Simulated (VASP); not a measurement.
Runs of VASP 6.6.1 on GdO. Symmetry: F-43m, No. 216, cubic system. The conventional cell has a = 5.400 Å, b = 5.400 Å, c = 5.400 Å, α = 90.00°, β = 90.00°, γ = 90.00°. Around Gd (site symmetry -43m) lie 4 O at 2.34 Å. O (site symmetry -43m) has 4 Gd at 2.34 Å as nearest neighbours. The cell comes from a database or a generator and needn't be the stable form of this composition.

| level | spin | U | gap on the mesh (eV) | pressure (GPa) | moment (μB) |
| --- | --- | --- | --- | --- | --- |
| PBEsol+U | collinear, zero start | Gd f U = 4 eV | - | -3.9 | 7.86 |
| PBEsol+U | collinear, ferromagnetic start | Gd f U = 5 eV | none | -3.8 | 7.88 |
| PBE+U | collinear, ferromagnetic start | Gd f U = 8 eV | none | 0.1 | (a) |
| PBEsol+U | collinear, random start | Gd f U = 4 eV | none | -3.9 | 7.86 |
| PBEsol+U | off | Gd f U = 4 eV | 0.43 | (b) | - |

Alike in all rows: task single point; potentials or basis VASP PAW PBE potentials, release 64 (Gd, O); cell as given; k mesh 6 × 6 × 6; cutoff (eV) 520; smearing gaussian 0.05 eV.

Question: Estimate the missing entries.

Answer: (a) 7.92; (b) -4.1.

Caveats: spin-orbit coupling is left out, which moves the levels of the heavy elements; the PAW data sets were made with another functional, which shifts forces and pressure a little (some runs); a cell with one magnetic atom can't hold antiferromagnetic order, which such compounds often take (some runs); the bands computed are all filled at some k points, so no gap is given (some runs).

A k mesh can miss the band edges, and the runs leave out spin-orbit coupling on Gd.

A gap of «none» marks a metal or a gap under the smearing width.

Not every run made on this cell is shown here.
